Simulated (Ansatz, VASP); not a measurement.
**Two plane-wave programs on Si4Sn**

```
CELL_PARAMETERS angstrom
-3.07319 3.07319 3.07319
3.07319 -3.07319 3.07319
3.07319 3.07319 -3.07319
ATOMIC_POSITIONS crystal
Si 0.50000 0.50000 0.50000
Si 0.50000 0.00000 0.00000
Si 0.00000 0.00000 0.50000
Si 0.00000 0.50000 0.00000
Sn 0.00000 0.00000 0.00000
```

Change from the starting cell: species swapped into the Hg4Pt type (Im-3m, No. 229).

Alike in both runs: task relaxation of cell and atoms; functional PBE; k mesh 10 × 10 × 10; occupations gaussian, width 0.1 eV; no spin polarisation.

```csv
,VASP,Ansatz
version,VASP 6.6.1,Ansatz 0.2.0
potentials or method,"VASP PAW PBE potentials, release 64 (Si, Sn_d)","scalar-relativistic, plane waves, PAW"
plane-wave cutoff (eV),600,420
valence electrons in the cell,30,30
```

|  | VASP | Ansatz | Ansatz less VASP |
| --- | --- | --- | --- |
| gap on the k mesh at the Fermi level, each at its own relaxed structure (eV) | none | none | - |
| relaxed volume (Å³/atom) | 23.31 | 23.31 | -0.001 |
| relaxed cell length with the largest relative difference (Å) | 5.330 | 5.330 | -0.0001 |

A gap of «none» marks a metal or a gap that the smearing closes.
